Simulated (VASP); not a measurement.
A convergence study with VASP on MgO (rock salt): one setting is varied, all else stays as given below, so the limit is that of these other settings.

```
CELL_PARAMETERS angstrom
      0.00000     2.10500     2.10500
      2.10500     0.00000     2.10500
      2.10500     2.10500     0.00000
ATOMIC_POSITIONS crystal
  Mg 0.00000 0.00000 0.00000
  O  0.50000 0.50000 0.50000
```

Computed with PBE GGA, VASP's PBE PAW potentials (set 64) (plane waves; VASP 6.6.1). The tightest run used: 700 eV cut-off, 20×20×20 Γ-centred mesh, Gaussian smearing of 0.050 eV, potentials Mg O.

The reference is 20×20×20 mesh, which took about 80 core-seconds. The timings are rough (shared machines, no repeats); factors under 2 mean little.

Of the settings 1×1×1 mesh; 2×2×2 mesh; 3×3×3 mesh; 4×4×4 mesh; 5×5×5 mesh; 6×6×6 mesh; 7×7×7 mesh; 8×8×8 mesh; 9×9×9 mesh; 10×10×10 mesh; 11×11×11 mesh; 12×12×12 mesh; 13×13×13 mesh; 14×14×14 mesh; 15×15×15 mesh; 16×16×16 mesh; 17×17×17 mesh; 18×18×18 mesh; 19×19×19 mesh; 20×20×20 mesh, which is the lowest that keeps the difference from the reference in E (eV/atom) within 0.01 from there on, and what does it cost?

4×4×4 mesh; its cost over the reference is about 1/8.
```tsv
setting	difference in E (eV/atom)	cost over the reference
1×1×1 mesh	5.4217	about 1/9
2×2×2 mesh	0.4371	about 1/10
3×3×3 mesh	0.0459	about 1/9
4×4×4 mesh	0.0064	about 1/8
5×5×5 mesh	0.0010	about 1/9
6×6×6 mesh	0.0002	about 1/8
7×7×7 mesh	0.0001	about 1/7
8×8×8 mesh	0.0000	about 1/6
9×9×9 mesh	0.0000	about 1/6
10×10×10 mesh	0.0000	about 1/4
11×11×11 mesh	0.0000	about 1/4
12×12×12 mesh	0.0000	about 1/3
13×13×13 mesh	0.0000	about 1/2
14×14×14 mesh	0.0000	within a factor of 2
15×15×15 mesh	0.0000	within a factor of 2
16×16×16 mesh	0.0000	within a factor of 2
17×17×17 mesh	0.0000	within a factor of 2
18×18×18 mesh	0.0000	within a factor of 2
19×19×19 mesh	0.0000	within a factor of 2
20×20×20 mesh	0.0000	reference
```

Left out are rungs that failed or repeat a setting and relaxations that didn't move; long series are thinned to 24 rows.

The compound is MgO in the rock salt structure. The cell was not relaxed at this level.
